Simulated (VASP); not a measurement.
Output of a VASP run:

**OSZICAR**
```
       N       E                     dE             d eps       ncg     rms          rms(c)
DAV:   1     0.131627492962E+03    0.13163E+03   -0.70652E+03   280   0.929E+02
DAV:   2    -0.956367245915E-01   -0.13172E+03   -0.12978E+03   310   0.302E+02
DAV:   3    -0.903029332911E+01   -0.89347E+01   -0.89026E+01   370   0.826E+01
DAV:   4    -0.917561711780E+01   -0.14532E+00   -0.14529E+00   310   0.136E+01
DAV:   5    -0.918070564071E+01   -0.50885E-02   -0.50885E-02   386   0.218E+00    0.260E+00
DAV:   6    -0.887410505773E+01    0.30660E+00   -0.85078E-01   384   0.682E+00    0.141E+00
DAV:   7    -0.886745675421E+01    0.66483E-02   -0.11655E-01   306   0.185E+00    0.791E-01
DAV:   8    -0.886800195945E+01   -0.54521E-03   -0.13305E-02   304   0.136E+00    0.154E-01
DAV:   9    -0.886751805966E+01    0.48390E-03   -0.28540E-03   406   0.499E-01    0.576E-02
DAV:  10    -0.886756714133E+01   -0.49082E-04   -0.16937E-04   292   0.892E-02    0.161E-02
DAV:  11    -0.886756876609E+01   -0.16248E-05   -0.18858E-05   334   0.536E-02    0.368E-03
DAV:  12    -0.886756869533E+01    0.70757E-07   -0.13082E-06   202   0.152E-02
   1 F= -.88675687E+01 E0= -.88675687E+01  d E =-.336838E-11
```

File OUTCAR:
```
------------------------ aborting loop because EDIFF is reached ----------------------------------------
  FORCE on cell =-STRESS in cart. coord.  units (eV):
  Direction    XX          YY          ZZ          XY          YZ          ZX
  --------------------------------------------------------------------------------------
  Total       -1.5800926     -1.5800926     -1.5800926      0.0000000      0.0000000     -0.0000000
  in kB      -41.0445323    -41.0445323    -41.0445323      0.0000000      0.0000000     -0.0000000
  external PRESSURE =     -41.0445323 kB  Pullay stress =       0.0000000 kB
  volume of cell :       61.68
      direct lattice vectors                 reciprocal lattice vectors
     0.000000000  3.135951000  3.135951000    -0.159441267  0.159441267  0.159441267
     3.135951000  0.000000000  3.135951000     0.159441267 -0.159441267  0.159441267
     3.135951000  3.135951000  0.000000000     0.159441267  0.159441267 -0.159441267
  FREE ENERGIE OF THE ION-ELECTRON SYSTEM (eV)
  ---------------------------------------------------
  free  energy   TOTEN  =        -8.8675686953 eV

  energy  without entropy=       -8.8675686953  energy(sigma->0) =       -8.86756870
```
(Selected blocks of OUTCAR.)

File POSCAR:
```
PbSe
1
    0.0000000000     3.1359510000     3.1359510000
    3.1359510000     0.0000000000     3.1359510000
    3.1359510000     3.1359510000     0.0000000000
Pb Se
1 1
Direct
  0.0000000000   0.0000000000   0.0000000000
  0.5000000000   0.5000000000   0.5000000000
```

Reconstruct the remaining input files.

This is not unique; one that fits is the input of the run itself, PBEsol GGA, plane waves, VASP's PBE PAW potentials (set 64).

**INCAR**
```
ALGO = Normal
EDIFF = 1E-6
ENCUT = 300
GGA = PS
ISIF = 2
ISMEAR = -1
LASPH = .True.
LCHARG = .False.
LMAXMIX = 4
LREAL = .False.
LWAVE = .False.
NELM = 100
PREC = Accurate
SIGMA = 0.02
SYSTEM = PbSe
```

### KPOINTS
```
K-points
0
G
 5 5 5
0 0 0
```

POTCAR, in this order: Pb_d Se (PBE.64 set). Program: vasp_std.

At this cut-off the stress carries a Pulay error, which pulls relaxed volumes low.

The structure comes from a computed database's PbSe entry; how it stands against other phases isn't given here. The cell was not relaxed at this level. The run is one of a series of settings (GGA = PS against the base run), some of them coarse on purpose.
